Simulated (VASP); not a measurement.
Given:

```
LiMgBN2
1.0
   -1.88928     1.88928     4.41831
    1.88928    -1.88928     4.41831
    1.88928     1.88928    -4.41831
Li Mg B N
1 1 1 2
Direct
  0.25000   0.75000   0.50000
  0.75000   0.25000   0.50000
  0.50000   0.50000   0.00000
  0.65196   0.65196   0.00000
  0.34804   0.34804   0.00000
```

These are PBEsol GGA, VASP's PBE PAW potentials (set 64) (plane waves; VASP) values and carry that method's errors. Settings: 520 eV cut-off, 10×10×10 Γ-centred mesh, Gaussian smearing of 0.010 eV, potentials Li_sv Mg B N.

**Question.** Estimate the energy per atom (σ→0), band gap (on the k-mesh) with the smallest direct gap where there is one.

**Answer.** 
```
Item                                          Value
-----------------------------------  --------------
band gap (on the k-mesh)                    2.53 eV
smallest direct gap (on the k-mesh)         3.44 eV
energy per atom (σ→0)                -6537 meV/atom
```

The structure comes from a computed database's LiMgBN2 entry (I-4m2); how it stands against other phases isn't given here. It was relaxed first.
